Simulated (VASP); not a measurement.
Output of a VASP run:

File OSZICAR:
```
       N       E                     dE             d eps       ncg     rms          rms(c)
DAV:   1     0.447643958960E+02    0.44764E+02   -0.87708E+03   864   0.130E+03
DAV:   2    -0.389878319541E+02   -0.83752E+02   -0.78532E+02  1180   0.257E+02
DAV:   3    -0.411082269765E+02   -0.21204E+01   -0.21151E+01  1136   0.420E+01
DAV:   4    -0.411190035072E+02   -0.10777E-01   -0.10768E-01  1072   0.319E+00
DAV:   5    -0.411191208064E+02   -0.11730E-03   -0.11728E-03  1104   0.303E-01    0.939E+00
DAV:   6    -0.390522017194E+02    0.20669E+01   -0.53121E+00  1024   0.188E+01    0.440E+00
DAV:   7    -0.388219081081E+02    0.23029E+00   -0.24028E-01  1064   0.444E+00    0.256E+00
DAV:   8    -0.387566057668E+02    0.65302E-01   -0.99245E-02   984   0.271E+00    0.219E-01
DAV:   9    -0.387557315867E+02    0.87418E-03   -0.23318E-03  1112   0.467E-01    0.124E-01
DAV:  10    -0.387556902053E+02    0.41381E-04   -0.15126E-04  1048   0.126E-01    0.202E-02
DAV:  11    -0.387556871269E+02    0.30784E-05   -0.25562E-05  1100   0.412E-02    0.108E-02
DAV:  12    -0.387556870478E+02    0.79017E-07   -0.19002E-06   760   0.136E-02
   1 F= -.38755687E+02 E0= -.38755687E+02  d E =-.387557E+02
       N       E                     dE             d eps       ncg     rms          rms(c)
DAV:   1    -0.387556726597E+02    0.14467E-04   -0.12869E-02   980   0.110E+00    0.293E-02
DAV:   2    -0.387556744002E+02   -0.17404E-05   -0.16898E-04  1076   0.124E-01    0.147E-02
DAV:   3    -0.387556706032E+02    0.37970E-05   -0.61881E-06  1044   0.250E-02    0.527E-03
DAV:   4    -0.387556702102E+02    0.39300E-06   -0.98523E-07   644   0.104E-02
   2 F= -.38755670E+02 E0= -.38755670E+02  d E =0.168377E-04
       N       E                     dE             d eps       ncg     rms          rms(c)
DAV:   1    -0.387557142551E+02   -0.43652E-04   -0.40531E-03   960   0.615E-01    0.161E-02
DAV:   2    -0.387557149889E+02   -0.73380E-06   -0.53894E-05  1076   0.697E-02    0.834E-03
DAV:   3    -0.387557137368E+02    0.12521E-05   -0.18077E-06   832   0.142E-02    0.294E-03
DAV:   4    -0.387557136251E+02    0.11172E-06   -0.46839E-07   552   0.705E-03
   3 F= -.38755714E+02 E0= -.38755714E+02  d E =-.265773E-04
```

**OUTCAR**
```
------------------------ aborting loop because EDIFF is reached ----------------------------------------
  FORCE on cell =-STRESS in cart. coord.  units (eV):
  Direction    XX          YY          ZZ          XY          YZ          ZX
  --------------------------------------------------------------------------------------
  Total       -0.0074897     -0.0074897      0.0043534     -0.0000000      0.0000000      0.0000000
  in kB       -0.5199903     -0.5199904      0.3022428     -0.0000000      0.0000000      0.0000000
  external PRESSURE =      -0.2459127 kB  Pullay stress =       0.0000000 kB
  volume of cell :       23.08
      direct lattice vectors                 reciprocal lattice vectors
     1.262691499 -2.187046044 -0.000000000     0.395979541 -0.228618872  0.000000000
     1.262691499  2.187046044  0.000000000     0.395979541  0.228618872  0.000000000
     0.000000000  0.000000000  4.178242545     0.000000000 -0.000000000  0.239335077
  FREE ENERGIE OF THE ION-ELECTRON SYSTEM (eV)
  ---------------------------------------------------
  free  energy   TOTEN  =       -38.7557136251 eV

  energy  without entropy=      -38.7557136251  energy(sigma->0) =      -38.75571363

 reached required accuracy - stopping structural energy minimisation
```
(Selected blocks of OUTCAR.)

**POSCAR**
```
BN
1
    1.2628365043    -2.1872972011    -0.0000000000
    1.2628365043     2.1872972011     0.0000000000
   -0.0000000000    -0.0000000000     4.1782063295
B N
2 2
Direct
  0.6666670000   0.3333330000   0.5001811874
  0.3333330000   0.6666670000   0.0001811874
  0.6666670000   0.3333330000   0.8748188126
  0.3333330000   0.6666670000   0.3748188126
```

**Question.** Write an INCAR and KPOINTS that could have produced this output.

**Answer.** One answer among several that fit: the input of the run itself, LDA (Ceperley-Alder, Perdew-Zunger), plane waves, VASP's LDA PAW potentials (set 64).

File KPOINTS:
```
Automatic mesh
0
Gamma
9 9 5
0 0 0
```

INCAR:
```
ALGO = Normal
EDIFF = 1E-6
EDIFFG = -0.02
ENCUT = 520
IBRION = 2
ISIF = 3
ISMEAR = 0
LASPH = .True.
LCHARG = .False.
LREAL = .False.
LWAVE = .False.
NELM = 100
NSW = 60
PREC = Accurate
SIGMA = 0.05
SYSTEM = BN
```

POTCAR, in this order: B N (LDA.64 set). Program: vasp_std.

The compound is BN in the wurtzite structure, a metastable high-pressure form. This run relaxes it. Symmetry was kept, so distortions that lower it aren't found. The start is the result of an earlier pass.
